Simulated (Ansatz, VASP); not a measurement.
# Cross-check of SnSe between VASP and Ansatz

Aim: how closely do two programs agree when they are given the same cell, functional and k mesh? The cell is taken from a series of runs on this material, whose earlier steps may have relaxed, scaled, displaced or heated it; both programs get it as it stands.

Program: Ansatz 0.2.0. Level of theory: plane waves, with VASP 6.6.1 beside it; HSE06. Results are calculated unless marked as measured.

**1. The starting structure**

Symmetry: Pnma, No. 62, orthorhombic system. The conventional cell has a = 11.502 Å, b = 4.154 Å, c = 4.444 Å, α = 90.00°, β = 90.00°, γ = 90.00°. Sn has 5 Se at 2.77 to 3.32 Å nearest. Nearest to Se lie 5 Sn at 2.77 to 3.32 Å. Farther neighbours and most contacts between anions are not listed.

Structure file:

```
Sn Se
1.0
    11.50220    0.00000    0.00000
     0.00000    4.15400    0.00000
     0.00000    0.00000    4.44450
Sn Se
4 4
Direct
  0.61809 0.75000 0.39754
  0.88191 0.25000 0.89754
  0.38191 0.25000 0.60246
  0.11809 0.75000 0.10246
  0.14335 0.25000 0.52321
  0.64335 0.25000 0.97679
  0.35665 0.75000 0.02321
  0.85665 0.75000 0.47679
```

**2. VASP: single point, HSE06**

With cell and atoms fixed, the geometry can't cause a difference; cores, projectors, grids and the points listed under the comparison can.

Lines of VASP's logs that name or quote its potential files are left out, and so is its time.

The run reads the wave functions of an earlier VASP run, which isn't shown here.

INCAR reads:

```
SYSTEM = SnSe
PREC = Accurate
ENCUT = 400
EDIFF = 1E-06
NELM = 100
ISMEAR = 0
SIGMA = 0.01
LREAL = .FALSE.
ALGO = Normal
LHFCALC = .TRUE.
AEXX = 0.25
GGA = PE
HFSCREEN = 0.208
LASPH = .TRUE.
NBANDS = 49
PRECFOCK = Fast
LORBIT = 11
LWAVE = .FALSE.
LCHARG = .FALSE.
KPAR = 4
NCORE = 4
ISIF = 2
```

POSCAR reads:

```
SnSe
1.0
   11.5022000000      0.0000000000      0.0000000000
    0.0000000000      4.1540000000      0.0000000000
    0.0000000000      0.0000000000      4.4445000000
Sn Se
4 4
Direct
    0.6180906623      0.7500000000      0.3975350380
    0.8819093377      0.2500000000      0.8975350380
    0.3819093377      0.2500000000      0.6024649620
    0.1180906623      0.7500000000      0.1024649620
    0.1433532693      0.2500000000      0.5232051378
    0.6433532693      0.2500000000      0.9767948622
    0.3566467307      0.7500000000      0.0232051378
    0.8566467307      0.7500000000      0.4767948622
```

KPOINTS reads:

```
Automatic mesh
0
Gamma
2 4 4
0 0 0
```

PAW data sets: Sn_d and Se (PBE family, release 64).

The run is started by

```console
$ mpirun -np 16 vasp_std
```

Numbers of over 12 decimals in the logs are rounded to 6 here.

The program printed:

```text
[banner, memory and clock lines left out]
running   16 mpi-ranks, on    1 nodes
 distrk:  each k-point on    4 cores,    4 groups
 distr:  one band on    4 cores,    1 groups

 POSCAR found type information on POSCAR SnSe
 POSCAR found :  2 types and       8 ions
 LDA part: xc-table for (Slater+PW92), standard interpolation
 found WAVECAR, reading the header
 POSCAR, INCAR and KPOINTS ok, starting setup
 FFT: planning ... GRIDC
 FFT: planning ... GRID_SOFT
 FFT: planning ... GRID
 reading WAVECAR
 the WAVECAR file was read successfully
 initial charge from wavefunction
 entering main loop
       N       E                     dE             d eps       ncg     rms          rms(c)
DAV:   1    -0.392781569869E+02   -0.39278E+02   -0.16680E+00  1836   0.836E+00    0.286E+00
DAV:   2    -0.393072833361E+02   -0.29126E-01   -0.16115E-01  2122   0.167E+00    0.188E+00
DAV:   3    -0.393018899541E+02    0.53934E-02   -0.12582E-02  2614   0.531E-01    0.113E+00
DAV:   4    -0.393004293803E+02    0.14606E-02   -0.29205E-03  2238   0.241E-01    0.649E-01
DAV:   5    -0.393001573029E+02    0.27208E-03   -0.57905E-04  2322   0.126E-01    0.370E-01
DAV:   6    -0.393000241402E+02    0.13316E-03   -0.90314E-05  2146   0.564E-02    0.204E-01
DAV:   7    -0.392999806771E+02    0.43463E-04   -0.44766E-05  1932   0.304E-02    0.111E-01
DAV:   8    -0.392999699508E+02    0.10726E-04   -0.12173E-05  1695   0.146E-02    0.605E-02
DAV:   9    -0.392999676227E+02    0.23281E-05   -0.30884E-06  1563   0.887E-03    0.340E-02
DAV:  10    -0.392999677269E+02   -0.10422E-06   -0.11720E-06  1113   0.650E-03
   1 F= -.39299968E+02 E0= -.39299968E+02  d E =-.515375E-18
```

Parts of OUTCAR (step 2):

```text
ion  position               nearest neighbor table
   1  0.618  0.750  0.398-   8 2.77   6 2.81   6 2.81   3 3.54   3 3.54
   2  0.882  0.250  0.898-   6 2.77   8 2.81   8 2.81   4 3.54   4 3.54
   3  0.382  0.250  0.602-   5 2.77   7 2.81   7 2.81   1 3.54   1 3.54
   4  0.118  0.750  0.102-   7 2.77   5 2.81   5 2.81   2 3.54   2 3.54
   5  0.143  0.250  0.523-   3 2.77   4 2.81   4 2.81
   6  0.643  0.250  0.977-   2 2.77   1 2.81   1 2.81
   7  0.357  0.750  0.023-   4 2.77   3 2.81   3 2.81
   8  0.857  0.750  0.477-   1 2.77   2 2.81   2 2.81

  LATTYP: Found a simple orthorhombic cell.
 ALAT       =     4.1540000000
 B/A-ratio  =     1.0699325951
 C/A-ratio  =     2.7689455946

 Subroutine GETGRP returns: Found  8 space group operations
 (whereof  2 operations were pure point group operations)

The static configuration has the point symmetry S_2 .
 The point group associated with its full space group is D_2h.

 Found     18 irreducible k-points:

   k-points           NKPTS =     18   k-points in BZ     NKDIM =     32   number of bands    NBANDS=     49

   dimension x,y,z NGX =    80 NGY =   28 NGZ =   30
   dimension x,y,z NGXF=   160 NGYF=   56 NGZF=   60

   ENCUT  =  400.0 eV  29.40 Ry    5.42 a.u.  18.76  6.77  7.25*2*pi/ulx,y,z

   NELECT =      80.0000    total number of electrons

 k-points in reciprocal lattice and weights: Automatic mesh
   0.00000000  0.00000000  0.00000000       0.031
   0.50000000  0.00000000  0.00000000       0.031
   0.00000000  0.25000000  0.00000000       0.062
   0.50000000  0.25000000  0.00000000       0.062
   0.00000000  0.50000000  0.00000000       0.031
   0.50000000  0.50000000  0.00000000       0.031
   0.00000000  0.00000000  0.25000000       0.062
   0.50000000  0.00000000  0.25000000       0.062
   0.00000000  0.25000000  0.25000000       0.125
[...]
0.00000000  0.50000000  0.50000000       0.031
   0.50000000  0.50000000  0.50000000       0.031

  exchange ACFDT corr.  =         0.00000000  see jH, gK, PRB 81, 115126

 average (electrostatic) potential at core
       1 -95.4597       2 -95.4597       3 -95.4597       4 -95.4597       5 -48.9188
       6 -48.9188       7 -48.9188       8 -48.9188

 E-fermi :   5.1421

 k-point     1 :       0.0000    0.0000    0.0000
  band No.  band energies     occupation
    ...
     36       3.0237      2.00000
     37       3.3837      2.00000
     38       3.8545      2.00000
     39       4.3339      2.00000
     40       4.5784      2.00000
     41       6.2769      0.00000
     42       8.7195      0.00000
     43       8.8224      0.00000
     44       8.8597      0.00000
     45       9.1334      0.00000
    ...

 k-point     2 :       0.5000    0.0000    0.0000
  band No.  band energies     occupation
    ...
     36       2.7415      2.00000
     37       3.0788      2.00000
     38       3.0788      2.00000
     39       4.5088      2.00000
     40       4.5088      2.00000
     41       8.3417      0.00000
     42       8.3417      0.00000
     43       8.4914      0.00000
     44       8.4914      0.00000
     45       9.7014      0.00000
    ...

 k-point     3 :       0.0000    0.2500    0.0000
  band No.  band energies     occupation
    ...
     36       3.2006      2.00000
     37       3.5184      2.00000
     38       4.3159      2.00000
     39       4.3401      2.00000
     40       4.9331      2.00000
     41       6.6286      0.00000
     42       6.7627      0.00000
     43       8.0992      0.00000
     44       8.1628      0.00000
     45       8.3450      0.00000
    ...

  Total        0.6611959      0.5268708      0.0163579      0.0000000      0.0000000      0.0000000
  in kB        4.9885052      3.9750662      0.1234148      0.0000000      0.0000000      0.0000000
  external PRESSURE =       3.0289954 kB  Pullay stress =       0.0000000 kB

  energy-cutoff  :      400.00
  volume of cell :      212.36
      direct lattice vectors                 reciprocal lattice vectors
    11.502200000  0.000000000  0.000000000     0.086939890  0.000000000  0.000000000
     0.000000000  4.154000000  0.000000000     0.000000000  0.240731825  0.000000000
     0.000000000  0.000000000  4.444500000     0.000000000  0.000000000  0.224997188

 POSITION                                       TOTAL-FORCE (eV/Angst)
 -----------------------------------------------------------------------------------
      7.10940      3.11550      1.76684         0.181600      0.000000     -0.137824
     10.14390      1.03850      3.98909        -0.181600      0.000000     -0.137824
      4.39280      1.03850      2.67766        -0.181600      0.000000      0.137824
      1.35830      3.11550      0.45541         0.181600     -0.000000      0.137824
      1.64888      1.03850      2.32539         0.135181     -0.000000     -0.149048
      7.39998      1.03850      4.34136         0.135181     -0.000000      0.149048
      4.10222      3.11550      0.10314        -0.135181      0.000000     -0.149048
      9.85332      3.11550      2.11911        -0.135181      0.000000      0.149048
 -----------------------------------------------------------------------------------
    total drift:                                0.000051      0.000014      0.000017

  FREE ENERGIE OF THE ION-ELECTRON SYSTEM (eV)
  ---------------------------------------------------
  free  energy   TOTEN  =       -39.2999677269 eV

  energy  without entropy=      -39.2999677269  energy(sigma->0) =      -39.29996773

 total charge
# of ion       s       p       d       tot
------------------------------------------
    1        1.382   0.727  10.000  12.108
    2        1.382   0.727  10.000  12.108
    3        1.382   0.727  10.000  12.108
    4        1.382   0.727  10.000  12.108
    5        1.483   2.372   0.024   3.879
    6        1.483   2.372   0.024   3.879
    7        1.483   2.372   0.024   3.879
    8        1.483   2.372   0.024   3.879
--------------------------------------------------
tot         11.458  12.398  40.095  63.951

[... 3 further parts left out ...]
```

The run ends at a pressure of 0.30 GPa, with forces up to 0.23 eV/Å.

(Part 1 of 2 ends here.)

[Lines on the potential files, build, host, timing and source positions are cut from VASP's logs without a mark.]

[Logs are printed without paths, hosts, clocks, repeated set-up lines and the standing remarks that a program may print on its own settings, such as how far it seeks lower states.]

[Hosts, paths, dates, database ids (printed as entryN), source tags and the programs' standing remarks are cut or masked in the printed files.]
